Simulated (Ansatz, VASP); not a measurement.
# Pd (Palladium): VASP beside Ansatz

Aim: how closely do two programs agree when they are given the same cell, functional and k mesh? The cell is taken from a series of VASP runs on this material, whose earlier steps may have relaxed, scaled or displaced it; both programs get it as it stands.

Main program and level: Ansatz 0.2.0; plane waves, with VASP 6.6.1 beside it; relaxation of cell and atoms at PBEsol.

## (1) Starting point

The structure is cubic, space group Fm-3m (No. 225). The conventional cell has a = 3.873 Å, b = 3.873 Å, c = 3.873 Å, α = 90.00°, β = 90.00°, γ = 90.00°. Nearest to Pd lie 12 Pd at 2.74 Å.

Structure file:

```cif
data_structure
_symmetry_space_group_name_H-M 'Fm-3m'
_symmetry_Int_Tables_number 225
_cell_length_a 3.8725
_cell_length_b 3.8725
_cell_length_c 3.8725
_cell_angle_alpha 90.000
_cell_angle_beta 90.000
_cell_angle_gamma 90.000
_cell_volume 58.07
loop_
_atom_site_label
_atom_site_type_symbol
_atom_site_symmetry_multiplicity
_atom_site_Wyckoff_symbol
_atom_site_fract_x
_atom_site_fract_y
_atom_site_fract_z
_atom_site_occupancy
Pd1 Pd 4 a 0.00000 0.00000 0.00000 1
```

## (2) VASP: relaxation of cell and atoms, PBEsol

The relaxed volume is the usual yardstick between codes: its relative difference is about their pressure difference at one cell divided by the bulk modulus.

Lines of VASP's logs that name or quote its potential files are left out, and so is its time.

The input, INCAR:

```
SYSTEM = Pd
PREC = Accurate
ENCUT = 450
EDIFF = 1E-06
NELM = 100
ISMEAR = 1
SIGMA = 0.15
LREAL = .FALSE.
ALGO = Normal
GGA = PS
NBANDS = 11
LORBIT = 11
LWAVE = .FALSE.
LCHARG = .FALSE.
KPAR = 4
IBRION = 2
NSW = 50
ISIF = 3
EDIFFG = -0.006
```

The input, POSCAR:

```
Pd
1.0
    0.0000000000      1.9362631182      1.9362631182
    1.9362631182      0.0000000000      1.9362631182
    1.9362631182      1.9362631182      0.0000000000
Pd
1
Direct
    0.0000000000      0.0000000000      0.0000000000
```

The input, KPOINTS:

```
Automatic mesh
0
Gamma
20 20 20
0 0 0
```

Potentials, in the order of the species: Pd (PBE family, release 64).

Command:

```sh
mpirun -np 4 vasp_std
```

Numbers of over 12 decimals in the logs are rounded to 6 here.

The log of the run:

```text
[banner, memory and clock lines left out]
running    4 mpi-ranks, on    1 nodes
 distrk:  each k-point on    1 cores,    4 groups
 distr:  one band on    1 cores,    1 groups

 POSCAR found type information on POSCAR Pd
 POSCAR found :  1 types and       1 ions
|                                                                             |
|               ----> ADVICE to this user running VASP <----                  |
|                                                                             |
|     You enforced a specific xc type in the INCAR file but a different       |
|     [... a line on the potential file left out ...]
|     I HOPE YOU KNOW WHAT YOU ARE DOING!                                     |
|                                                                             |

 LDA part: xc-table for (Slater+PW92), standard interpolation
 POSCAR, INCAR and KPOINTS ok, starting setup
 FFT: planning ... GRIDC
 FFT: planning ... GRID_SOFT
 FFT: planning ... GRID
 WAVECAR not read
 entering main loop
       N       E                     dE             d eps       ncg     rms          rms(c)
DAV:   1     0.371677077304E+02    0.37168E+02   -0.47514E+03  5667   0.756E+02
DAV:   2    -0.584397361199E+01   -0.43012E+02   -0.41716E+02  6370   0.171E+02
DAV:   3    -0.635173352718E+01   -0.50776E+00   -0.50501E+00  6713   0.197E+01
DAV:   4    -0.635391321445E+01   -0.21797E-02   -0.21794E-02  6820   0.138E+00
DAV:   5    -0.635393630358E+01   -0.23089E-04   -0.23088E-04  7469   0.128E-01    0.870E+00
DAV:   6    -0.597625775805E+01    0.37768E+00   -0.15312E+00  6916   0.101E+01    0.387E+00
DAV:   7    -0.596394973385E+01    0.12308E-01   -0.41420E-02  7500   0.129E+00    0.200E+00
DAV:   8    -0.595913881349E+01    0.48109E-02   -0.23530E-03  6980   0.482E-01    0.139E-01
DAV:   9    -0.595906422006E+01    0.74593E-04   -0.33574E-04  7437   0.155E-01    0.165E-02
DAV:  10    -0.595906979297E+01   -0.55729E-05   -0.48547E-06  7058   0.197E-02    0.122E-02
DAV:  11    -0.595906911335E+01    0.67962E-06   -0.13929E-07  4852   0.372E-03
   1 F= -.59590691E+01 E0= -.59582576E+01  d E =-.595907E+01
 curvature:   0.00 expect dE= 0.000E+00 dE for cont linesearch  0.000E+00
 trial: gam= 0.00000 g(F)=  0.724E-63 g(S)=  0.349E-06 ort = 0.000E+00 (trialstep = 0.100E+01)
 search vector abs. value=  0.349E-06
 reached required accuracy - stopping structural energy minimisation
```

Parts of OUTCAR (step 2):

```text
ion  position               nearest neighbor table
   1  0.000  0.000  0.000-

  LATTYP: Found a face centered cubic cell.
 ALAT       =     3.8725262364

 Subroutine GETGRP returns: Found 48 space group operations
 (whereof 48 operations were pure point group operations)

The static configuration has the point symmetry O_h .

 Found    256 irreducible k-points:

   k-points           NKPTS =    256   k-points in BZ     NKDIM =    256   number of bands    NBANDS=     11

   dimension x,y,z NGX =    20 NGY =   20 NGZ =   20
   dimension x,y,z NGXF=    40 NGYF=   40 NGZF=   40

   ENCUT  =  450.0 eV  33.07 Ry    5.75 a.u.   4.74  4.74  4.74*2*pi/ulx,y,z

   NELECT =      10.0000    total number of electrons

 k-points in reciprocal lattice and weights: Automatic mesh
   0.00000000  0.00000000  0.00000000       0.000
   0.05000000  0.00000000  0.00000000       0.001
   0.10000000  0.00000000  0.00000000       0.001
   0.15000000  0.00000000  0.00000000       0.001
   0.20000000  0.00000000  0.00000000       0.001
   0.25000000  0.00000000  0.00000000       0.001
   0.30000000  0.00000000  0.00000000       0.001
   0.35000000  0.00000000  0.00000000       0.001
   0.40000000  0.00000000  0.00000000       0.001
[...]
-0.30000000  0.50000000  0.20000000       0.002
  -0.25000000  0.50000000  0.25000000       0.001

 average (electrostatic) potential at core
       1 -70.2831

 E-fermi :   9.8682

 k-point     1 :       0.0000    0.0000    0.0000
  band No.  band energies     occupation
    ...
      2       6.9533      2.00000
      3       6.9533      2.00000
      4       6.9533      2.00000
      5       8.6321      2.00000
      6       8.6321      2.00000
      7      27.0235      0.00000
      8      31.8857      0.00000
      9      31.8857      0.00000
     10      31.8857      0.00000
     11      35.9078      0.00000

 k-point     2 :       0.0500    0.0000    0.0000
  band No.  band energies     occupation
    ...
      2       6.9190      2.00000
      3       6.9861      2.00000
      4       6.9861      2.00000
      5       8.6157      2.00000
      6       8.6157      2.00000
      7      27.1270      0.00000
      8      31.2529      0.00000
      9      31.9951      0.00000
     10      31.9951      0.00000
     11      35.9472      0.00000

 k-point     3 :       0.1000    0.0000    0.0000
  band No.  band energies     occupation
    ...
      2       6.8300      2.00000
      3       7.0748      2.00000
      4       7.0748      2.00000
      5       8.5782      2.00000
      6       8.5782      2.00000
      7      27.3826      0.00000
      8      29.9057      0.00000
      9      32.3099      0.00000
     10      32.3099      0.00000
     11      35.9817      0.00000

  Total        0.0015524      0.0015524      0.0015524      0.0000000      0.0000000     -0.0000000
  in kB        0.1713097      0.1713097      0.1713097      0.0000000      0.0000000     -0.0000000
  external PRESSURE =       0.1713097 kB  Pullay stress =       0.0000000 kB

  energy-cutoff  :      450.00
  volume of cell :       14.52
      direct lattice vectors                 reciprocal lattice vectors
     0.000000000  1.936263118  1.936263118    -0.258229367  0.258229367  0.258229367
     1.936263118  0.000000000  1.936263118     0.258229367 -0.258229367  0.258229367
     1.936263118  1.936263118  0.000000000     0.258229367  0.258229367 -0.258229367

 POSITION                                       TOTAL-FORCE (eV/Angst)
 -----------------------------------------------------------------------------------
      0.00000      0.00000      0.00000         0.000000     -0.000000      0.000000
 -----------------------------------------------------------------------------------
    total drift:                                0.000000      0.000000      0.000000

  FREE ENERGIE OF THE ION-ELECTRON SYSTEM (eV)
  ---------------------------------------------------
  free  energy   TOTEN  =        -5.9590691134 eV

  energy  without entropy=       -5.9566345032  energy(sigma->0) =       -5.95825758

 reached required accuracy - stopping structural energy minimisation

 total charge
# of ion       s       p       d       tot
------------------------------------------
    1        0.492   0.502   8.463   9.458

[... 3 further parts left out ...]
```

## (3) Ansatz: relaxation of cell and atoms, PBEsol

Ansatz runs on its default PAW (the set named soft_2) files.

The same cell, functional, mesh and smearing now go to Ansatz, which takes its cutoff from its data sets.

The input, input.yaml:

```yaml
crystal:
  lattice:
    - [0.0, 1.9362631182, 1.9362631182]
    - [1.9362631182, 0.0, 1.9362631182]
    - [1.9362631182, 1.9362631182, 0.0]
  atoms:
    - { symbol: Pd, position: [0.0, 0.0, 0.0] }
hamiltonian:
  xc: pbesol
  pseudopotentials: { kind: paw }
kpoints:
  mp_grid: { grid: [20, 20, 20] }
scf:
  occupations: { method: methfessel_paxton, width: 0.15 }
relax:
  f_tol: 0.01
  max_steps: 60
  cell: { stress_tol: 0.05 }
output:
  forces: true
  stress: true
```

Command:

```sh
ansatz run input.yaml --threads 4 --pin off --max-ram 9216MiB --backend cpu --events-out ev --progress --plain --runs-dir out
```

The log of the run:

```text
Engine: ansatz 0.2.0, aarch64-unknown-linux-gnu
Pseudopotentials: kind: paw
Pseudopotential: Pd, paw, valence charge 18, recommended cutoff 420 eV (normal), Pd.paw.azcp
Functional definition: PBEsol
  exchange = pbesol_x
  correlation = pbesol_c
Crystal: 1 atoms, lattice volume = 14.519 Å³
Basis set: ecut = 420 eV, 283 PW (Γ), exchange–correlation on 40×40×40 points (8 copies of the dense FFT grid, shifted against one another)
Bands: 13, of which v1, the nominal top of the filled ones, is band 9 counted from 1 (8 counted from 0)
Symmetry: 48 space group operations
Space group: Fm-3m (ITA 225), of the structure as read, at distance tolerance 2.4e-5 Å
k-points: 256 of 8000
Non-local potential: Pd, projectors of the file, l = 0: 2, l = 1: 2, l = 2: 2, l = 3: 1
PAW form: soft (Blöchl's): semilocal exchange-correlation on the pseudo side does not see the compensation charge
PAW frozen core: Pd, regenerated for the run's functional, and the local potential with it (the file was generated under x = pbe(κ = 0.804, μ = 0.219515), c = pbe(β = 0.066725))
PAW one-centre angular grid: Pd, 590 points (default); XC on 64 Gauss nodes
Initial density: superposition of atomic densities (neutral atoms: chi_scale 0, normalization atom), corrected by the library's trained network
Initial wavefunctions: pseudopotential atomic-orbital guess
Functional: x = pbesol(κ = 0.804, μ = 0.123457), c = pbesol(β = 0.046)
SCF iter   1: F=—  HF=-6906.649279 eV  |F-HF|=—  |Δ(HF+E_count)|=         —  Δρ=1.09e-2  dr2=1.39e-2  ethr=1.77e-3  ⟨swp⟩=4.9  Hψ=19003  notcnv=0
preconditioner: auto → none  [metal: Δε(μ)=0.004 eV  Ē_g=14.311 eV  σ=0.150 eV  W_gap=0.02  n_scr=8 (ndim 8)  ℏωp=30.8 eV  f_vac=0.000  D(μ)=2.59/eV (n_scr^D=58)  sad-step TF]
SCF iter   2: F=—  HF=-6906.645605 eV  |F-HF|=—  |Δ(HF+E_count)|=   3.67e-3  S|Δr|=    0.00e0  Δρ=2.99e-3  dr2=7.76e-4  ethr=7.71e-5  ⟨swp⟩=1.0  Hψ=5382  notcnv=0
SCF iter   3: F=—  HF=-6906.645403 eV  |F-HF|=—  |Δ(HF+E_count)|=   2.02e-4  S|Δr|=    0.00e0  Δρ=6.92e-4  dr2=1.55e-5  ethr=4.31e-6  ⟨swp⟩=2.2  Hψ=4299  notcnv=0
SCF iter   4: F=—  HF=-6906.645407 eV  |F-HF|=—  |Δ(HF+E_count)|=   4.02e-6  S|Δr|=    0.00e0  Δρ=7.33e-5  dr2=4.31e-7  ethr=8.59e-8  ⟨swp⟩=2.5  Hψ=4930  notcnv=0
SCF iter   5: F=-6906.645407 eV  HF=-6906.645407 eV  |F-HF|=2.28e-9  |Δ(HF+E_count)|=   2.32e-7  S|Δr|=    0.00e0  Δρ=7.45e-6  dr2=2.73e-9  ethr=5.56e-10  ⟨swp⟩=4.0  Hψ=10347  notcnv=0
SCF 1 converged in 5 iterations: F = -6906.645407 eV  dr2 = 2.73e-9
  greatest PAW one-centre occupation: 0.999 electrons in one spin orbital (limit 2), on the Pd atom at site 0 (counted from 0), in its partial waves of l = 0
relax step   1: F+E_penalty+E_count = -6906.64540713 eV  Δ(F+E_penalty+E_count) = +0.000e0 eV  max|allowed force component| = 0.000e0 eV/Å  Δτ_max = 0.0000 Å  P = +0.277 GPa  Ω = 14.519 Å³  (5 SCF iters, dr2 threshold 1.00e-7 eV, accepted)
[...]
relax step   2: F+E_penalty+E_count = -6906.64540619 eV  Δ(F+E_penalty+E_count) = +9.456e-7 eV  max|allowed force component| = 0.000e0 eV/Å  Δτ_max = 0.0000 Å  P = -0.195 GPa  Ω = 14.552 Å³  energy of the carried Pulay correction = -9.431e-6 eV  (4 SCF iters, dr2 threshold 1.00e-7 eV, accepted)
[...]
relax step   3: F+E_penalty+E_count = -6906.64541848 eV  Δ(F+E_penalty+E_count) = -1.229e-5 eV  max|allowed force component| = 0.000e0 eV/Å  Δτ_max = 0.0000 Å  P = -0.000 GPa  Ω = 14.538 Å³  energy of the carried Pulay correction = -5.536e-6 eV  (3 SCF iters, dr2 threshold 9.46e-8 eV, accepted)
[...]
relax step   4: F+E_penalty+E_count = -6906.64542412 eV  Δ(F+E_penalty+E_count) = -5.643e-6 eV  max|allowed force component| = 0.000e0 eV/Å  Δτ_max = 0.0000 Å  P = -0.001 GPa  Ω = 14.538 Å³  stress off target by 1.23e-3 GPa  SCF on the basis re-selected at this cell (its energy is not comparable with the rows above)  (4 SCF iters)
basis re-selected at this cell: Δ(F+E_penalty+E_count) = -5.643e-6 eV, ΔP = -0.001 GPa vs the last step (what re-selecting the basis moved, of the pressure what is left beyond the Pulay correction that the steps carried, after the strain that the cell walked since its last selection, with what the two solves' SCF thresholds leave and, on support functions, any second-order correction that the steps lacked; it is no measure of the basis error at this ecutwfc). This SCF's stress stands 1.23e-3 GPa from its target on what of the cell is left free (relax.cell.stress_tol is 5.00e-2 GPa) and its largest allowed force component is 0.00e0 eV/Å (relax.f_tol is 1.00e-2 eV/Å): [rest of the remark cut]
SCF converged after 4 iterations
Stability not checked: this state was not tested for a lower state beside it, because cold or Methfessel-Paxton smearing, or corrected tetrahedra, fill the levels in a way that the test cannot read (fill_not_monotonic; see scf.lower_state_search)
Free energy (F): -6906.645424 eV
Harris-Foulkes:  -6906.645424 eV  (|F-HF|=2.73e-12)
Internal energy: -6906.643041 eV  (E = F + TS)
E sigma→0 (E₀):  -6906.644828 eV
Entropy (-TS):   -0.002383 eV (-2.383 meV/atom)
Fermi energy:    20.023049 eV
--- Per-component energies (eV) ---
  E_band       = -133.329118
  E_kinetic    = 513.583631
  E_local      = -1727.773119  (includes V_loc(G=0)·N_el)
  E_nonlocal   = 219.126123
  E_hartree    = 701.269883
  E_xc         = -167.840132
  E_vxc        = -211.385150  (∫ρ·V_xc dr)
  E_paw        = -3684.714345  (= ΣΔE_a)
  E_vpaw       = -329.420566  (= ΣTr[D̂ρ^β])
  E_aug_tail   = 0.000242  (compensation charges beyond the density's cutoff)
  E_ewald      = -2760.597848
  E_core_change = 0.302524  (= ΣΔE_core)
  E_smearing   = -0.002383  (= −TS)
  E_closure    = 0.000000  (closes the sum)
  Σ components = -6906.645424   (vs F -6906.645424, Δ=0.00e0)
--- Forces (eV/Å), atoms counted from 1 ---
  atom   1  Pd    -0.00000000    -0.00000000     0.00000000
  max |Σ_I F_I| component: 4.11e-32 eV/Å
--- Stress (GPa, compression-positive) ---
       -0.001231      -0.000000      -0.000000
       -0.000000      -0.001231      -0.000000
       -0.000000      -0.000000      -0.001231
  P = ⅓ Tr σ = -0.0012 GPa (-0.012 kbar)
--- Relaxed structure (3 steps of the walk, 3 accepted, 1 SCFs on fresh bases) ---
  F+E_penalty+E_count = -6906.64542412 eV   max|allowed force component| = 0.000e0 eV/Å   (the final SCF, on the basis selected at the relaxed cell)
  cell:  # Å, volume = 14.5382 Å³
    - [0, 1.937135, 1.937135]
    - [1.937135, 0, 1.937135]
    - [1.937135, 1.937135, 0]
  atoms:
    - { symbol: Pd, position: [0.0, 0.0, 0.0] }
```

The job ended after 2 s (4 threads of Arm Neoverse V2, shared host; peak memory 0.33 GiB; 6.5 s of CPU time).

## (4) Comparison

Known differences besides the potentials themselves: both relaxations stop at a tolerance, which leaves soft axes loose, and VASP keeps its plane-wave basis; the data sets hold 18 valence electrons in Ansatz (default PAW (the set named soft_2) files) and 10 in VASP; the cutoff is 420 eV in Ansatz and 450 eV in VASP; Ansatz makes its cores anew for this functional, VASP keeps those of its PBE data sets; VASP leaves aspherical gradient terms in its spheres out (LASPH is not set), Ansatz keeps them; Ansatz adds a Pulay correction to the stress that steers its cell, VASP none. Total energies have different zeros and are not compared.

Both answers:

```tsv
quantity	Ansatz	VASP	difference
volume (Å³)	14.54	14.52	+0.14 %
edge a after relaxation, in the typed setting (Å)	2.740	2.738	+0.04 %
```

The walks stopped with 0.00 GPa left in Ansatz and 0.02 GPa in VASP; each walk ends within a tolerance, so the volume difference is uncertain by about these residues over the bulk modulus, most in soft cells.

## (5) What came out

- difference in volume (relaxation of cell and atoms, PBEsol): 0.14 %

The difference in volume is 0.14 % (relaxation of cell and atoms, PBEsol), within the 1.2 % picked in this series as the mark of a large difference, as far as the stopping tolerances let one tell. How closely two codes agree says nothing of how well the functional describes the real material.

[Lines on the potential files, build, host, timing and source positions are cut from VASP's logs without a mark.]

[Logs are printed without paths, hosts, clocks, repeated set-up lines and the standing remarks that a program may print on its own settings, such as how far it seeks lower states.]

[Hosts, paths, dates, database ids (printed as entryN), source tags and the programs' standing remarks are cut or masked in the printed files.]
